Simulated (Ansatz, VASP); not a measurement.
# Cross-check of HfB2 between VASP and Ansatz

Wanted: the spread between two codes on one cell, functional and k mesh. The cell is taken from a series of runs on this material, whose earlier steps may have relaxed, scaled, displaced or heated it; both programs get it as it stands.

Method: plane waves, with VASP 6.6.1 beside it; zone-centre phonons at PBEsol, in Ansatz 0.2.0.

### 1. The starting structure

It takes space group P6/mmm (No. 191, hexagonal). Conventional cell: a = 3.165 Å, b = 3.165 Å, c = 3.500 Å, α = 90.00°, β = 90.00°, γ = 120.00°. B has 3 B at 1.83 Å and 6 Hf at 2.53 Å nearest. Nearest to Hf lie 12 B at 2.53 Å. Farther neighbours are not listed.

Coordinates:

```cif
data_structure
_symmetry_space_group_name_H-M 'P6/mmm'
_symmetry_Int_Tables_number 191
_cell_length_a 3.1647
_cell_length_b 3.1647
_cell_length_c 3.5005
_cell_angle_alpha 90.000
_cell_angle_beta 90.000
_cell_angle_gamma 120.000
_cell_volume 30.36
loop_
_atom_site_label
_atom_site_type_symbol
_atom_site_symmetry_multiplicity
_atom_site_Wyckoff_symbol
_atom_site_fract_x
_atom_site_fract_y
_atom_site_fract_z
_atom_site_occupancy
B1 B 2 d 0.33333 0.66667 0.50000 1
Hf1 Hf 1 a 0.00000 0.00000 0.00000 1
```

### 2. VASP: zone-centre phonons, PBEsol

Second derivatives magnify differences that forces hide, and they need a tight electronic threshold.

Lines of VASP's logs that name or quote its potential files are left out, and so is its time.

Contents of INCAR:

```
SYSTEM = HfB2
PREC = Accurate
ENCUT = 500
EDIFF = 1E-08
NELM = 120
ISMEAR = 1
SIGMA = 0.2
LREAL = .FALSE.
ALGO = Normal
GGA = PS
NBANDS = 14
LASPH = .TRUE.
LORBIT = 11
LWAVE = .FALSE.
LCHARG = .FALSE.
ISIF = 2
IBRION = 8
GGA_COMPAT = .FALSE.
KPAR = 2
```

Contents of POSCAR:

```
HfB2
1.0
    3.1647284821      0.0000000000      0.0000000000
   -1.5823642411      2.7407352616      0.0000000000
    0.0000000000      0.0000000000      3.5004670926
B Hf
2 1
Direct
    0.3333333333      0.6666666667      0.5000000000
    0.6666666667      0.3333333333      0.5000000000
    0.0000000000      0.0000000000      0.0000000000
```

Contents of KPOINTS:

```
Automatic mesh
0
Gamma
15 15 12
0 0 0
```

Potentials, in the order of the species: B and Hf_pv (PBE family, release 64).

Run with:

```sh
$ mpirun -np 2 vasp_std
```

Numbers of over 12 decimals in the logs are rounded to 6 here.

What it wrote:

```text
[banner, memory and clock lines left out]
running    2 mpi-ranks, on    1 nodes
 distrk:  each k-point on    1 cores,    2 groups
 distr:  one band on    1 cores,    1 groups

 POSCAR found type information on POSCAR B Hf
 POSCAR found :  2 types and       3 ions
|                                                                             |
|               ----> ADVICE to this user running VASP <----                  |
|                                                                             |
|     You enforced a specific xc type in the INCAR file but a different       |
|     [... a line on the potential file left out ...]
|     I HOPE YOU KNOW WHAT YOU ARE DOING!                                     |
|                                                                             |

 LDA part: xc-table for (Slater+PW92), standard interpolation
 POSCAR, INCAR and KPOINTS ok, starting setup
 FFT: planning ... GRIDC
 FFT: planning ... GRID_SOFT
 FFT: planning ... GRID
 WAVECAR not read
 entering main loop
       N       E                     dE             d eps       ncg     rms          rms(c)
DAV:   1     0.244976294530E+02    0.24498E+02   -0.79916E+03  5300   0.105E+03
DAV:   2    -0.284800782672E+02   -0.52978E+02   -0.49768E+02  6938   0.219E+02
DAV:   3    -0.299985362360E+02   -0.15185E+01   -0.15095E+01  7122   0.276E+01
DAV:   4    -0.300061711330E+02   -0.76349E-02   -0.76321E-02  6018   0.237E+00
DAV:   5    -0.300062243995E+02   -0.53266E-04   -0.53263E-04  7086   0.173E-01    0.516E+01
DAV:   6    -0.279413173124E+02    0.20649E+01   -0.32555E+00  6462   0.121E+01    0.376E+01
DAV:   7    -0.278932965537E+02    0.48021E-01   -0.10530E+00  6738   0.722E+00    0.108E+01
DAV:   8    -0.278336139648E+02    0.59683E-01   -0.28054E-01  6324   0.382E+00    0.150E+00
DAV:   9    -0.278295815337E+02    0.40324E-02   -0.22930E-02  6228   0.118E+00    0.403E-01
DAV:  10    -0.278293509625E+02    0.23057E-03   -0.92992E-04  6570   0.253E-01    0.248E-01
DAV:  11    -0.278293582128E+02   -0.72503E-05   -0.66196E-05  6522   0.625E-02    0.945E-02
DAV:  12    -0.278293556763E+02    0.25364E-05   -0.44174E-06  6222   0.163E-02    0.118E-02
DAV:  13    -0.278293557561E+02   -0.79790E-07   -0.28627E-07  6762   0.425E-03    0.138E-03
DAV:  14    -0.278293557666E+02   -0.10520E-07   -0.27997E-08  6196   0.134E-03    0.162E-03
DAV:  15    -0.278293557845E+02   -0.17814E-07   -0.20029E-09  2934   0.398E-04    0.870E-04
DAV:  16    -0.278293557822E+02    0.22810E-08   -0.15498E-10  2790   0.118E-04
   1 F= -.27829356E+02 E0= -.27829499E+02  d E =0.430247E-03
 Linear response reoptimize wavefunctions to high precision
DAV:   1    -0.278293557801E+02    0.20691E-08   -0.13020E-10  2946   0.933E-05
DAV:   2    -0.278293557801E+02   -0.45475E-11   -0.15407E-11  2778   0.355E-05
 Linear response DOF=           4
 Linear response progress:
  Degree of freedom:   1/  4
       N       E                     dE             d eps       ncg     rms          rms(c)
RMM:   1    -0.437437466484E-01   -0.43744E-01    0.26194E-02 53279   0.111E+00
RMM:   2    -0.426603836207E-01    0.10834E-02   -0.11968E-03 38288   0.197E-01    0.254E-01
RMM:   3    -0.425766566478E-01    0.83727E-04   -0.48704E-04 34184   0.109E-01    0.135E-01
RMM:   4    -0.430451255148E-01   -0.46847E-03   -0.46910E-04 34471   0.101E-01    0.183E-02
RMM:   5    -0.430090902299E-01    0.36035E-04   -0.14926E-05 38123   0.221E-02    0.580E-03
RMM:   6    -0.430059246381E-01    0.31656E-05   -0.54881E-07 40262   0.448E-03    0.169E-03
RMM:   7    -0.430016223625E-01    0.43023E-05   -0.42866E-08 39958   0.165E-03    0.819E-04
RMM:   8    -0.430027197403E-01   -0.10974E-05   -0.28636E-09 41850   0.402E-04    0.310E-04
RMM:   9    -0.430027452187E-01   -0.25478E-07    0.21039E-09 41791   0.106E-04    0.139E-04
RMM:  10    -0.430028099246E-01   -0.64706E-07   -0.74081E-10 39360   0.486E-05    0.297E-05
RMM:  11    -0.430028371103E-01   -0.27186E-07    0.33958E-10 41224   0.145E-05    0.109E-05
RMM:  12    -0.430028380872E-01   -0.97696E-09   -0.15713E-10 37684   0.489E-06    0.548E-06
 first order change of Fermi-energy   0.12436E-04
 force on displaced ion       1 direction 1 : -15.397  -0.001   0.000
 Linear response progress:
  Degree of freedom:   2/  4
       N       E                     dE             d eps       ncg     rms          rms(c)
RMM:   1    -0.443285499146E-01   -0.44329E-01    0.43456E-02 18346   0.125E+00
RMM:   2    -0.443683835354E-01   -0.39834E-04   -0.10675E-03 13722   0.192E-01    0.407E-01
RMM:   3    -0.442810030083E-01    0.87381E-04   -0.67181E-04 12338   0.129E-01    0.196E-01
RMM:   4    -0.446821855665E-01   -0.40118E-03   -0.36071E-04 13450   0.874E-02    0.281E-02
RMM:   5    -0.447063101165E-01   -0.24125E-04   -0.19951E-05 13693   0.271E-02    0.804E-03
RMM:   6    -0.447038339591E-01    0.24762E-05   -0.13328E-06 13948   0.656E-03    0.270E-03
RMM:   7    -0.446920421713E-01    0.11792E-04   -0.25070E-07 13066   0.234E-03    0.523E-04
RMM:   8    -0.446917719091E-01    0.27026E-06   -0.35992E-08 14795   0.547E-04    0.138E-04
RMM:   9    -0.446917122748E-01    0.59634E-07   -0.69109E-09 14938   0.109E-04    0.115E-04
RMM:  10    -0.446918019509E-01   -0.89676E-07   -0.32891E-09 15315   0.318E-05    0.456E-05
RMM:  11    -0.446917398801E-01    0.62071E-07   -0.18191E-09 13288   0.324E-05    0.475E-06
RMM:  12    -0.446917413628E-01   -0.14827E-08    0.58613E-10 14665   0.764E-06    0.405E-06
 first order change of Fermi-energy  -0.46576E-04
 force on displaced ion       1 direction 3 :   0.000   0.000  -9.117
 Linear response progress:
  Degree of freedom:   3/  4
       N       E                     dE             d eps       ncg     rms          rms(c)
RMM:   1    -0.205890439470E+00   -0.20589E+00    0.46257E+00 13832   0.125E+01
RMM:   2    -0.205628379098E+00    0.26206E-03   -0.32718E-02 19192   0.125E+00    0.483E-01
RMM:   3    -0.204953003835E+00    0.67538E-03   -0.11539E-03 25450   0.172E-01    0.214E-01
RMM:   4    -0.204486356644E+00    0.46665E-03   -0.79296E-05 26667   0.542E-02    0.139E-01
RMM:   5    -0.204010854463E+00    0.47550E-03   -0.29426E-05 26496   0.385E-02    0.124E-02
RMM:   6    -0.203997307089E+00    0.13547E-04   -0.23066E-06 26075   0.104E-02    0.368E-03
RMM:   7    -0.204013572773E+00   -0.16266E-04    0.11583E-06 27852   0.265E-03    0.363E-03
RMM:   8    -0.204013568041E+00    0.47328E-08    0.53172E-07 27515   0.613E-04    0.491E-04
RMM:   9    -0.204013069654E+00    0.49839E-06    0.18051E-07 28130   0.273E-04    0.320E-04
RMM:  10    -0.204013371710E+00   -0.30206E-06   -0.12996E-07 27304   0.895E-05    0.293E-05
RMM:  11    -0.204013357986E+00    0.13725E-07   -0.20332E-08 28813   0.356E-05    0.201E-05
RMM:  12    -0.204013351590E+00    0.63952E-08   -0.14271E-08 26641   0.166E-05    0.935E-06
 first order change of Fermi-energy   0.57437E-04
 force on displaced ion       3 direction 1 : -12.918   0.000   0.000
 Linear response progress:
  Degree of freedom:   4/  4
       N       E                     dE             d eps       ncg     rms          rms(c)
RMM:   1    -0.228418248908E+00   -0.22842E+00    0.44501E+00  6021   0.127E+01
RMM:   2    -0.227847645114E+00    0.57060E-03   -0.38364E-02  8140   0.132E+00    0.770E-01
RMM:   3    -0.227388172332E+00    0.45947E-03   -0.20513E-03 10705   0.209E-01    0.388E-01
RMM:   4    -0.226989391976E+00    0.39878E-03   -0.20261E-04 10251   0.735E-02    0.160E-01
RMM:   5    -0.226743756064E+00    0.24564E-03   -0.25323E-05 10652   0.321E-02    0.238E-02
RMM:   6    -0.226681903379E+00    0.61853E-04   -0.28445E-06 10795   0.981E-03    0.484E-03
RMM:   7    -0.226695854790E+00   -0.13951E-04    0.15435E-05 11536   0.302E-03    0.435E-03
RMM:   8    -0.226692977699E+00    0.28771E-05    0.22891E-05 11535   0.882E-04    0.901E-04
RMM:   9    -0.226692073050E+00    0.90465E-06    0.12428E-05 11442   0.346E-04    0.118E-04
RMM:  10    -0.226691927450E+00    0.14560E-06    0.63686E-06 12190   0.129E-04    0.801E-05
RMM:  11    -0.226691870028E+00    0.57422E-07    0.28646E-06 12032   0.523E-05    0.470E-05
RMM:  12    -0.226691877225E+00   -0.71977E-08    0.14556E-06 11579   0.292E-05    0.108E-05
RMM:  13    -0.226691858693E+00    0.18532E-07    0.74160E-07 10562   0.155E-05    0.959E-06
RMM:  14    -0.226691854586E+00    0.41073E-08    0.37057E-07  8242   0.945E-06    0.198E-06
RMM:  15    -0.226691848856E+00    0.57304E-08    0.18415E-07  8047   0.686E-06    0.430E-07
RMM:  16    -0.226691847608E+00    0.12477E-08    0.94337E-08  6719   0.526E-06    0.741E-07
 first order change of Fermi-energy  -0.15393E-04
 force on displaced ion       3 direction 3 :  -0.000   0.000 -13.917
 Linear response finished
```

OUTCAR, selected parts (step 2):

```text
ion  position               nearest neighbor table
   1  0.333  0.667  0.500-   2 1.83   2 1.83   2 1.83   3 2.53   3 2.53   3 2.53   3 2.53   3 2.53
                             3 2.53
   2  0.667  0.333  0.500-   1 1.83   1 1.83   1 1.83   3 2.53   3 2.53   3 2.53   3 2.53   3 2.53
                             3 2.53
   3  0.000  0.000  0.000-   1 2.53   2 2.53   1 2.53   2 2.53   2 2.53   2 2.53   1 2.53   1 2.53
                             2 2.53   2 2.53   1 2.53   1 2.53

  LATTYP: Found a hexagonal cell.
 ALAT       =     3.1647284821
 C/A-ratio  =     1.1060876509

 Subroutine GETGRP returns: Found 24 space group operations
 (whereof 24 operations were pure point group operations)

The static configuration has the point symmetry D_6h.

 Found    189 irreducible k-points:

   k-points           NKPTS =    189   k-points in BZ     NKDIM =    189   number of bands    NBANDS=     14

   dimension x,y,z NGX =    24 NGY =   24 NGZ =   28
   dimension x,y,z NGXF=    48 NGYF=   48 NGZF=   56

   ENCUT  =  500.0 eV  36.75 Ry    6.06 a.u.   5.77  5.77  6.38*2*pi/ulx,y,z

   NELECT =      16.0000    total number of electrons

 k-points in reciprocal lattice and weights: Automatic mesh
   0.00000000  0.00000000  0.00000000       0.000
   0.06666667  0.00000000  0.00000000       0.002
   0.13333333  0.00000000  0.00000000       0.002
   0.20000000  0.00000000  0.00000000       0.002
   0.26666667  0.00000000  0.00000000       0.002
   0.33333333  0.00000000  0.00000000       0.002
   0.40000000  0.00000000  0.00000000       0.002
   0.46666667  0.00000000  0.00000000       0.002
   0.06666667  0.06666667  0.00000000       0.002
[...]
0.33333333  0.26666667  0.50000000       0.004
   0.33333333  0.33333333  0.50000000       0.001

 average (electrostatic) potential at core
       1 -25.4225       2 -25.4225       3 -34.4122

  Total       -1.8404295     -1.8404295     -1.8033464      0.0000000     -0.0000000      0.0000000
  in kB      -97.1181100    -97.1181100    -95.1612643      0.0000000     -0.0000000      0.0000000
  external PRESSURE =     -96.4658281 kB  Pullay stress =       0.0000000 kB

  energy-cutoff  :      500.00
  volume of cell :       30.36
      direct lattice vectors                 reciprocal lattice vectors
     3.164728482  0.000000000  0.000000000     0.315982874  0.182432797  0.000000000
    -1.582364241  2.740735262  0.000000000     0.000000000  0.364865594  0.000000000
     0.000000000  0.000000000  3.500467093     0.000000000  0.000000000  0.285676161

 POSITION                                       TOTAL-FORCE (eV/Angst)
 -----------------------------------------------------------------------------------
     -0.00000      1.82716      1.75023         0.000000      0.000000     -0.000000
      1.58236      0.91358      1.75023        -0.000000      0.000000      0.000000
      0.00000      0.00000      0.00000         0.000000      0.000000      0.000000
 -----------------------------------------------------------------------------------
    total drift:                               -0.000000      0.000000      0.000000

 Eigenvectors and eigenvalues of the dynamical matrix
 ----------------------------------------------------

   1 f  =   23.453808 THz   147.364620 2PiTHz  782.334812 cm-1    96.997111 meV
             X         Y         Z           dx          dy          dz
     -0.000000  1.827157  1.750234     0.390231   -0.589678    0.000000
      1.582364  0.913578  1.750234    -0.390231    0.589678   -0.000000
      0.000000  0.000000  0.000000     0.000000    0.000000    0.000000

   2 f  =   23.453808 THz   147.364620 2PiTHz  782.334812 cm-1    96.997111 meV
             X         Y         Z           dx          dy          dz
     -0.000000  1.827157  1.750234    -0.589678   -0.390231   -0.000000
      1.582364  0.913578  1.750234     0.589678    0.390231    0.000000
      0.000000  0.000000  0.000000     0.000000    0.000000    0.000000

   3 f  =   15.961137 THz   100.286780 2PiTHz  532.406217 cm-1    66.009928 meV
             X         Y         Z           dx          dy          dz
     -0.000000  1.827157  1.750234     0.000000    0.000000    0.707107
      1.582364  0.913578  1.750234     0.000000   -0.000000   -0.707107
      0.000000  0.000000  0.000000    -0.000000   -0.000000   -0.000000

   4 f  =   13.285438 THz    83.474869 2PiTHz  443.154509 cm-1    54.944132 meV
             X         Y         Z           dx          dy          dz
     -0.000000  1.827157  1.750234    -0.000000    0.000000    0.667846
      1.582364  0.913578  1.750234    -0.000000    0.000000    0.667846
      0.000000  0.000000  0.000000     0.000000   -0.000000   -0.328576

   5 f  =   12.796410 THz    80.402213 2PiTHz  426.842282 cm-1    52.921674 meV
             X         Y         Z           dx          dy          dz
     -0.000000  1.827157  1.750234    -0.368551    0.556919   -0.000000
      1.582364  0.913578  1.750234    -0.368551    0.556919   -0.000000
      0.000000  0.000000  0.000000     0.181381   -0.274085    0.000000

   6 f  =   12.796410 THz    80.402213 2PiTHz  426.842282 cm-1    52.921674 meV
             X         Y         Z           dx          dy          dz
     -0.000000  1.827157  1.750234     0.556919    0.368551   -0.000000
      1.582364  0.913578  1.750234     0.556919    0.368551    0.000000
      0.000000  0.000000  0.000000    -0.274085   -0.181381    0.000000

   7 f/i=    0.000570 THz     0.003583 2PiTHz    0.019022 cm-1     0.002358 meV
             X         Y         Z           dx          dy          dz
     -0.000000  1.827157  1.750234     0.005892    0.232328   -0.000000
      1.582364  0.913578  1.750234     0.005892    0.232328   -0.000000
      0.000000  0.000000  0.000000     0.023942    0.944142   -0.000000

   8 f/i=    0.000570 THz     0.003583 2PiTHz    0.019022 cm-1     0.002358 meV
             X         Y         Z           dx          dy          dz
     -0.000000  1.827157  1.750234     0.232328   -0.005892    0.000000
      1.582364  0.913578  1.750234     0.232328   -0.005892    0.000000
      0.000000  0.000000  0.000000     0.944142   -0.023942    0.000000

   9 f/i=    0.001863 THz     0.011708 2PiTHz    0.062155 cm-1     0.007706 meV
             X         Y         Z           dx          dy          dz
     -0.000000  1.827157  1.750234    -0.000000    0.000000    0.232339
      1.582364  0.913578  1.750234    -0.000000    0.000000    0.232339
      0.000000  0.000000  0.000000    -0.000000    0.000000    0.944477

 ELASTIC MODULI CONTR FROM IONIC RELAXATION (kBar)
 Direction    XX          YY          ZZ          XY          YZ          ZX
 --------------------------------------------------------------------------------
 XX          -4.7393      4.7393      0.0000      0.0000      0.0000      0.0000
 YY           4.7393     -4.7393      0.0000      0.0000      0.0000     -0.0000
 ZZ           0.0000      0.0000     -0.0000     -0.0000      0.0000     -0.0000
 XY           0.0000      0.0000     -0.0000     -4.7393      0.0000     -0.0000
 YZ           0.0000      0.0000      0.0000      0.0000      0.0000      0.0000
 ZX           0.0000     -0.0000     -0.0000     -0.0000      0.0000     -0.0000
 --------------------------------------------------------------------------------
```

Harder data sets than Hf_pv exist (the GW ones), and pressures, volumes and forces can shift noticeably with them.

(Continued in part 2 of 2.)

[Lines on the potential files, build, host, timing and source positions are cut from VASP's logs without a mark.]

[Logs are printed without paths, hosts, clocks, repeated set-up lines and the standing remarks that a program may print on its own settings, such as how far it seeks lower states.]

[Hosts, paths, dates, database ids (printed as entryN), source tags and the programs' standing remarks are cut or masked in the printed files.]
